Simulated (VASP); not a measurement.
# ZnCd2SeS2 (P3m1) in VASP: a series of runs

Runs on ZnCd2SeS2. Level: PBE. Tasks: relaxation of cell and atoms.

Everything below comes from runs of VASP 6.6.1. Logs are shortened: lines on timing, memory, paths and dates and some standing lists are left out, and cuts for length are marked.

## (1) Starting point

Symmetry: P3m1, No. 156, trigonal system. The conventional cell has a = 4.149 Å, b = 4.149 Å, c = 10.195 Å, α = 90.00°, β = 90.00°, γ = 120.00°. Zn (site symmetry 3m) has 4 S at 2.35 to 2.48 Å as nearest neighbours. Cd (site symmetry 3m) is surrounded by 3 S at 2.55 Å and 1 Se at 2.67 Å. Cd (site symmetry 3m) is surrounded by 1 S at 2.56 Å and 3 Se at 2.63 Å. Around Se (site symmetry 3m) lie 4 Cd at 2.63 to 2.67 Å. Around S (site symmetry 3m) lie 3 Zn at 2.48 Å and 1 Cd at 2.56 Å. S (site symmetry 3m) has 1 Zn at 2.35 Å and 3 Cd at 2.55 Å as nearest neighbours.

The cell was built by a generator and needn't be a form met in nature.

## (2) Relaxation of cell and atoms, PBE

File INCAR:

```
SYSTEM = ZnCd2SeS2
ALGO = Normal ; EDIFF = 1E-6
EDIFFG = -0.01 ; ENCUT = 520
GGA = PE ; IBRION = 2
ISIF = 3 ; ISMEAR = 0
KPAR = 4 ; LASPH = .TRUE.
LCHARG = .FALSE. ; LREAL = .FALSE.
LWAVE = .FALSE. ; NELM = 120
NSW = 90 ; PREC = Accurate
SIGMA = 0.03
```

File KPOINTS:

```
k-points
0
G
  8 8 4
  0 0 0
```

File POSCAR:

```
ZnCd2SeS2
1.0
    4.1488146500      0.0000000000      0.0000000000
   -2.0744073200      3.5929788800      0.0000000000
    0.0000000000      0.0000000000     10.1950000000
Zn Cd Se S
1 2 1 2
Direct
    0.0000000000      0.0000000000      0.0003923500
    0.3333333300      0.6666666700      0.3173124100
    0.6666666700      0.3333333300      0.6861206500
    0.3333333300      0.6666666700      0.5788131400
    0.6666666700      0.3333333300      0.9368317800
    0.0000000000      0.0000000000      0.2305051500
```

Potentials or basis: VASP PAW PBE potentials, release 64 (Zn, Cd, Se, S).

Run with:

```sh
> cat potpaw_PBE.64/Zn/POTCAR potpaw_PBE.64/Cd/POTCAR potpaw_PBE.64/Se/POTCAR potpaw_PBE.64/S/POTCAR > POTCAR
> mpirun -np 4 vasp_std > vasp.out
```

OUTCAR:

```text
SYSTEM = ZnCd2SeS2
   EDIFF = 1E-6
   EDIFFG = -0.01
   ENCUT = 520
   GGA = PE
   IBRION = 2
   ISIF = 3
   ISMEAR = 0
   LASPH = .TRUE.
   LREAL = .FALSE.
   NELM = 120
   NSW = 90
   PREC = Accurate

 ion  position               nearest neighbor table
   1  0.000  0.000  0.000-   6 2.35   5 2.48   5 2.48   5 2.48
   2  0.333  0.667  0.317-   6 2.55   6 2.55   6 2.55   4 2.67
   3  0.667  0.333  0.686-   5 2.56   4 2.63   4 2.63   4 2.63
   4  0.333  0.667  0.579-   3 2.63   3 2.63   3 2.63   2 2.67
   5  0.667  0.333  0.937-   1 2.48   1 2.48   1 2.48   3 2.56
   6  0.000  0.000  0.231-   1 2.35   2 2.55   2 2.55   2 2.55

  LATTYP: Found a hexagonal cell.
 ALAT       =     4.1488146500
 C/A-ratio  =     2.4573283841

  Lattice vectors:

 A1 = (   4.1488146500,   0.0000000000,   0.0000000000)
 A2 = (  -2.0744073200,   3.5929788800,   0.0000000000)
 A3 = (   0.0000000000,   0.0000000000,  10.1950000000)

Analysis of symmetry for initial positions (statically):
=====================================================================
 Subroutine PRICEL returns:
 Original cell was already a primitive cell.

 Routine SETGRP: Setting up the symmetry group for a
 hexagonal supercell.

 Subroutine GETGRP returns: Found  6 space group operations
 (whereof  6 operations were pure point group operations)
 out of a pool of 24 trial point group operations.

The static configuration has the point symmetry C_3v.

Analysis of symmetry for dynamics (positions and initial velocities):
=====================================================================
 Subroutine PRICEL returns:
 Original cell was already a primitive cell.

 Routine SETGRP: Setting up the symmetry group for a
 hexagonal supercell.

 Subroutine GETGRP returns: Found  6 space group operations
 (whereof  6 operations were pure point group operations)
 out of a pool of 24 trial point group operations.

The dynamic configuration has the point symmetry C_3v.

 Subroutine INISYM returns: Found  6 space group operations
 (whereof  6 operations are pure point group operations),
 and found     1 'primitive' translations

----------------------------------------------------------------------------------------

                                     Primitive cell

  volume of cell :     151.9728

  direct lattice vectors                    reciprocal lattice vectors
     4.148814650  0.000000000  0.000000000     0.241032701  0.139160294  0.000000000
    -2.074407320  3.592978880  0.000000000     0.000000000  0.278320590  0.000000000
     0.000000000  0.000000000 10.195000000     0.000000000  0.000000000  0.098087298

  length of vectors
     4.148814650  4.148814645 10.195000000     0.278320589  0.278320590  0.098087298

  position of ions in fractional coordinates (direct lattice)
     0.000000000  0.000000000  0.000392350
     0.333333330  0.666666670  0.317312410
     0.666666670  0.333333330  0.686120650
     0.333333330  0.666666670  0.578813140
     0.666666670  0.333333330  0.936831780
     0.000000000  0.000000000  0.230505150

  ion indices of the primitive-cell ions
   primitive index   ion index
                 1           1
                 2           2
                 3           3
                 4           4
                 5           5
                 6           6

----------------------------------------------------------------------------------------

 KPOINTS: k-points

Automatic generation of k-mesh.
 Grid dimensions read from file:
 generate k-points for:    8    8    4

 Generating k-lattice:

  Cartesian coordinates                     Fractional coordinates (reciprocal lattice)
     0.030129088  0.017395037  0.000000000     0.125000000  0.000000000  0.000000000
     0.000000000  0.034790074  0.000000000     0.000000000  0.125000000  0.000000000
     0.000000000  0.000000000  0.024521824     0.000000000  0.000000000  0.250000000

  Length of vectors
     0.034790074  0.034790074  0.024521824

  Shift w.r.t. Gamma in fractional coordinates (k-lattice)
     0.000000000  0.000000000  0.000000000

 Subroutine IBZKPT returns following result:
 ===========================================

 Found     35 irreducible k-points:

 Following reciprocal coordinates:
            Coordinates               Weight
  0.000000  0.000000  0.000000      1.000000
  0.125000  0.000000  0.000000      6.000000
  0.250000  0.000000  0.000000      6.000000
  0.375000  0.000000  0.000000      6.000000
  0.500000  0.000000  0.000000      3.000000
  0.125000  0.125000  0.000000      6.000000
[... 16 lines left out ...]
 -0.125000  0.500000  0.250000     12.000000
  0.250000  0.250000  0.250000     12.000000
 [... further k-points ...]
   k-points           NKPTS =     35   k-points in BZ     NKDIM =     35   number of bands    NBANDS=     32
   number of dos      NEDOS =    301   number of ions     NIONS =      6
   total plane-waves  NPLWV =  81920
   dimension x,y,z NGX =    32 NGY =   32 NGZ =   80
   dimension x,y,z NGXF=    64 NGYF=   64 NGZF=  160
   ions per type =               1   2   1   2
   NGX,Y,Z   is equivalent  to a cutoff of  12.82, 12.82, 13.05 a.u.
   NGXF,Y,Z  is equivalent  to a cutoff of  25.65, 25.65, 26.09 a.u.
 SYSTEM =  ZnCd2SeS2
   PREC   = accura    normal or accurate (medium, high low for compatibility)
   ISTART =      0    job   : 0-new  1-cont  2-samecut
   ICHARG =      2    charge: 1-file 2-atom 10-const
   ISPIN  =      1    spin polarized calculation?
   LNONCOLLINEAR =      F non collinear calculations
   LSORBIT =      F    spin-orbit coupling
   LASPH  =      T    aspherical Exc in radial PAW
   ENCUT  =  520.0 eV  38.22 Ry    6.18 a.u.   7.71  7.71 18.96*2*pi/ulx,y,z
   NELM   =    120;   NELMIN=  2; NELMDL= -5     # of ELM steps
   EDIFF  = 0.1E-05   stopping-criterion for ELM
   LREAL  =      F    real-space projection
   EDIFFG = -.1E-01   stopping-criterion for IOM
   NSW    =     90    number of steps for IOM
   IBRION =      2    ionic relax: 0-MD 1-quasi-New 2-CG
   NFREE  =      1    steps in history (QN), initial steepest desc. (CG)
   ISIF   =      3    stress and relaxation
   ISYM   =      2    0-nonsym 1-usesym 2-fastsym
   POTIM  = 0.5000    time-step for ionic-motion
   TEBEG  =    0.0;   TEEND  =   0.0 temperature during run
   PSTRESS=    0.0 pullay stress
   NELECT =      54.0000    total number of electrons
   NUPDOWN=      -1.0000    fix difference up-down
   EMIN   =  10.00;   EMAX   =-10.00  energy-range for DOS
   EFERMI =   0.00;   METHOD = LEGACY
   ISMEAR =     0;   SIGMA  =   0.03  broadening in eV -4-tet -1-fermi 0-gaus
   EFERMI_NEDOS =   21; number of points for ismear=-14 and -15
   IALGO  =     38    algorithm
   IMIX   =      4    mixing-type and parameters
     AMIX     =   0.40;   BMIX     =  1.00
     AMIX_MAG =   1.60;   BMIX_MAG =  1.00
  volume/ion in A,a.u.               =      25.33       170.93
  Fermi-wavevector in a.u.,A,eV,Ry     =   1.159536  2.191205 18.293345  1.344523
  Thomas-Fermi vector in A             =   2.296127
   LORBIT       =      0    0 simple, 1 ext, 2 COOP (PROOUT), +10 PAW based schemes
   GGA     = PE    functional components
   LHFCALC =     F    Hartree Fock is set to
   AEXX    =    0.0000 exact exchange contribution
   IVDW    =     0    specifies the selected vdW correction
   LEPSILON=     F    determine dielectric tensor
   LRPA    =     F    only Hartree local field effects (RPA)
 conjugate gradient relaxation of ions
 non-spin polarized calculation
 Gauss-broadening in eV      SIGMA  =   0.03
  energy-cutoff  :      520.00
  volume of cell :      151.97
 maximum number of plane-waves:      4118
 NGX is ok and might be reduce to    32
   NGX = 15   NGY = 15   NGZ = 37

--------------------------------------- Ionic step        1  -------------------------------------------

 number of electron      53.9999987 magnetization

 Free energy of the ion-electron system (eV)
  ---------------------------------------------------
  ext. energy  EPLUGINS =         0.00000000
  ---------------------------------------------------
  free energy    TOTEN  =       -18.21103324 eV

  energy without entropy =      -18.21103324  energy(sigma->0) =      -18.21103324

------------------------ aborting loop because EDIFF is reached ----------------------------------------

  FORCE on cell =-STRESS in cart. coord.  units (eV):
  Direction    XX          YY          ZZ          XY          YZ          ZX
  --------------------------------------------------------------------------------------
  -------------------------------------------------------------------------------------
  Total       -0.2541798     -0.2541798      0.2235016     -0.0000000      0.0000000      0.0000000
  in kB       -2.6796965     -2.6796965      2.3562716     -0.0000000      0.0000000      0.0000000
  external PRESSURE =      -1.0010405 kB  Pullay stress =       0.0000000 kB
[... 225 lines left out ...]
  energy  without entropy=      -18.2129081184  energy(sigma->0) =      -18.21290812

--------------------------------------- Ionic step        7  -------------------------------------------

 number of electron      53.9999988 magnetization

 Free energy of the ion-electron system (eV)
  ---------------------------------------------------
  ext. energy  EPLUGINS =         0.00000000
  ---------------------------------------------------
  free energy    TOTEN  =       -18.21293239 eV

  energy without entropy =      -18.21293239  energy(sigma->0) =      -18.21293239

 E-fermi :   1.5334     XC(G=0):  -9.0018

 val. band max:        1.3594572561   @ k =   0.0000   0.0000   0.0000
 cond. band min:       1.9991820363   @ k =   0.0000   0.0000   0.0000
 fundamental gap:      0.6397247801
 Fermi energy:         1.5333909805

 k-point     1 :       0.0000    0.0000    0.0000
  band No.  band energies     occupation
      1     -11.3991      2.00000
      2     -10.9925      2.00000
      3     -10.9229      2.00000
      4      -6.6580      2.00000
      5      -6.6580      2.00000
      6      -6.5288      2.00000
[... 829 lines left out ...]
     31       6.0830      0.00000
     32       6.6273      0.00000

 [... further k-points ...]

------------------------ aborting loop because EDIFF is reached ----------------------------------------

  FORCE on cell =-STRESS in cart. coord.  units (eV):
  Direction    XX          YY          ZZ          XY          YZ          ZX
  --------------------------------------------------------------------------------------
  -------------------------------------------------------------------------------------
  Total        0.0083110      0.0083110      0.0029052      0.0000000      0.0000000      0.0000000
  in kB        0.0878280      0.0878280      0.0307011      0.0000000      0.0000000      0.0000000
  external PRESSURE =       0.0687857 kB  Pullay stress =       0.0000000 kB
[... 21 lines left out ...]
  FREE ENERGIE OF THE ION-ELECTRON SYSTEM (eV)
  ---------------------------------------------------
  free  energy   TOTEN  =       -18.2129323950 eV

  energy  without entropy=      -18.2129323950  energy(sigma->0) =      -18.21293239

 reached required accuracy - stopping structural energy minimisation
```

Wall time 4.9 min (4 MPI ranks of Intel Xeon Platinum 8259CL at 2.50GHz (Skylake/Cascade Lake), shared host); peak memory 0.41 GiB.

What came out:

```
Free energy                            : -18.2129 eV
Relaxed volume                         : 25.27 Å³/atom
Relaxed cell                           : a = 4.132 Å, b = 4.132 Å, c = 10.253 Å, α = 90.00°, β = 90.00°, γ = 120.00°
Space group after relaxing (to 0.05 Å) : P3m1 (No. 156)
Energy gained by relaxing              : 0.3 meV/atom
Ionic steps                            : 7
Pressure after relaxing                : 0.0 GPa
Largest force after relaxing           : 0.003 eV/Å
Band gap on the k mesh                 : 0.64 eV, direct
```

Forces on the atoms (eV/Å):
```
Zn   0.000  0.000 -0.002
Cd   0.000  0.000  0.001
Cd   0.000  0.000  0.002
Se   0.000  0.000  0.003
S    0.000  0.000 -0.003
S    0.000  0.000 -0.001
```

The path:
```
step  energy change (eV)  largest force (eV/Å)  pressure (GPa)  volume (Å³)
   1              0.0000                0.0249           -0.10       151.97
   2             -0.0010                0.0453            0.01       151.62
   3             -0.0011                0.0549            0.07       151.47
   4             -0.0015                0.0391            0.02       151.59
   5             -0.0018                0.0176           -0.06       151.78
   6             -0.0019                0.0101            0.05       151.52
   7             -0.0019                0.0030            0.01       151.61
```

Final structure:
```cif
data_structure
_symmetry_space_group_name_H-M 'P 1'
_symmetry_Int_Tables_number 1
_cell_length_a 4.1322
_cell_length_b 4.1322
_cell_length_c 10.2528
_cell_angle_alpha 90.000
_cell_angle_beta 90.000
_cell_angle_gamma 120.000
_cell_volume 151.61
loop_
_atom_site_label
_atom_site_type_symbol
_atom_site_fract_x
_atom_site_fract_y
_atom_site_fract_z
_atom_site_occupancy
Zn1 Zn 0.00000 0.00000 0.00094 1
Cd1 Cd 0.33333 0.66667 0.31849 1
Cd2 Cd 0.66667 0.33333 0.68636 1
Se1 Se 0.33333 0.66667 0.57835 1
S1 S 0.66667 0.33333 0.93583 1
S2 S 0.00000 0.00000 0.23000 1
```

A k mesh can miss the band edges.

## (3) Relaxation of cell and atoms, PBE

This run uses another cell than the first one, of 25.27 Å³/atom, 0.998 times its volume.

File INCAR:

```
SYSTEM = ZnCd2SeS2
ALGO = Normal ; EDIFF = 1E-7
EDIFFG = -0.005 ; ENCUT = 520
GGA = PE ; IBRION = 2
ISIF = 3 ; ISMEAR = 0
KPAR = 4 ; LASPH = .TRUE.
LCHARG = .FALSE. ; LREAL = .FALSE.
LWAVE = .FALSE. ; NELM = 120
NSW = 60 ; POTIM = 0.3
PREC = Accurate ; SIGMA = 0.03
```

KPOINTS is that of step 2.

File POSCAR:

```
ZnCd2SeS2                               
1.0
    4.1321778535     -0.0000000000      0.0000000000
   -2.0660889218      3.5785709917      0.0000000000
    0.0000000000      0.0000000000     10.2528172851
  Zn              Cd              Se              S             
     1     2     1     2
Direct
     0.0000000000000000    0.0000000000000000    0.0009434949245192
     0.3333333300000021    0.6666666699999979    0.3184882130320402
     0.6666666699999979    0.3333333300000021    0.6863599523941666
     0.3333333300000021    0.6666666699999979    0.5783471199749791
     0.6666666699999979    0.3333333300000021    0.9358319996149325
     0.0000000000000000    0.0000000000000000    0.2300047000593586
```

Potentials or basis: VASP PAW PBE potentials, release 64 (Zn, Cd, Se, S).

Run with:

```sh
> cat potpaw_PBE.64/Zn/POTCAR potpaw_PBE.64/Cd/POTCAR potpaw_PBE.64/Se/POTCAR potpaw_PBE.64/S/POTCAR > POTCAR
> mpirun -np 4 vasp_std > vasp.out
```

Wall time 83 s (4 MPI ranks of Intel Xeon Platinum 8259CL at 2.50GHz (Skylake/Cascade Lake), shared host); peak memory 0.39 GiB.

The run converged. Its results:

- Free energy: -18.2129 eV
- Pressure after relaxing: 0.0 GPa
- Largest force after relaxing: 0.003 eV/Å
- Band gap on the k mesh: 0.64 eV, direct

Forces on the atoms (eV/Å):
```
Zn   0.000  0.000 -0.002
Cd   0.000  0.000  0.001
Cd   0.000  0.000  0.002
Se   0.000  0.000  0.003
S    0.000  0.000 -0.003
S    0.000  0.000 -0.001
```

Final structure:
```
Zn Cd Se S
1.0
     4.13218    0.00000    0.00000
    -2.06609    3.57857    0.00000
     0.00000    0.00000   10.25282
Zn Cd Se S
1 2 1 2
Direct
  0.00000 0.00000 0.00094
  0.33333 0.66667 0.31849
  0.66667 0.33333 0.68636
  0.33333 0.66667 0.57835
  0.66667 0.33333 0.93583
  0.00000 0.00000 0.23000
```

Levels at points of the mesh, in eV from the valence-band top:
```csv
k point,band 24,band 25,band 26,band 27,band 28,band 29,band 30,band 31
"(0.00, 0.00, 0.00)",-0.77,-0.48,0.00,0.00,0.64,2.20,2.92,5.73
"(0.50, 0.00, 0.00)",-1.94,-1.82,-1.48,-0.92,2.87,3.33,3.34,3.75
"(0.00, 0.00, 0.50)",-0.71,-0.71,-0.04,-0.04,1.64,2.01,2.68,5.23
"(0.50, 0.00, 0.50)",-2.26,-1.64,-1.11,-0.81,2.37,3.25,3.82,4.18
```

Caveat: the relaxation stopped at its first step, so nothing moved.
